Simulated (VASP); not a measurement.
Computed with r2SCAN meta-GGA, VASP's PBE PAW potentials (set 64) (plane waves; VASP 6.6.1).

VASP ran on this input.

**INCAR**
```
SYSTEM  =  Pt3Ti
PREC  =  Accurate; ENCUT  =  520; LREAL  =  .FALSE.
LASPH  =  .TRUE.
EDIFF  =  1E-6; NELM  =  100; ALGO  =  Normal
LMAXMIX  =  6; LMIXTAU  =  .TRUE.
ISMEAR  =  1; SIGMA  =  0.1
METAGGA  =  R2SCAN
IBRION  =  2; NSW  =  60; ISIF  =  3
EDIFFG  =  -0.02
LWAVE  =  .FALSE.; LCHARG  =  .FALSE.
```

KPOINTS:
```
Automatic mesh
0
Gamma
7 7 7
0 0 0
```

POSCAR:
```
Pt3Ti
1.0
  3.8984325560   0.0000000000   0.0000000000
  0.0000000000   3.8984325560   0.0000000000
  0.0000000000   0.0000000000   3.8984325560
Ti Pt
1 3
Cart
  0.0000000000   0.0000000000   0.0000000000
  0.0000000000   1.9492162780   1.9492162780
  1.9492162780   0.0000000000   1.9492162780
  1.9492162780   1.9492162780   0.0000000000
```

POTCAR, in this order: Ti_sv Pt (PBE.64 set). Program: vasp_std.

### Question
What will the output report for the number of irreducible k-points (NKPTS), largest plane-wave count, number of space-group operations, FFT grid (NGX, NGY, NGZ)?

### Answer

The number of irreducible k-points (NKPTS) is 20 and the largest plane-wave count is 1608. The number of space-group operations comes out as 48 and the FFT grid (NGX, NGY, NGZ) comes out as 30 × 30 × 30.

The compound is Pt3Ti in the L1_2 structure. This run relaxes it. Symmetry was kept, so distortions that lower it aren't found.
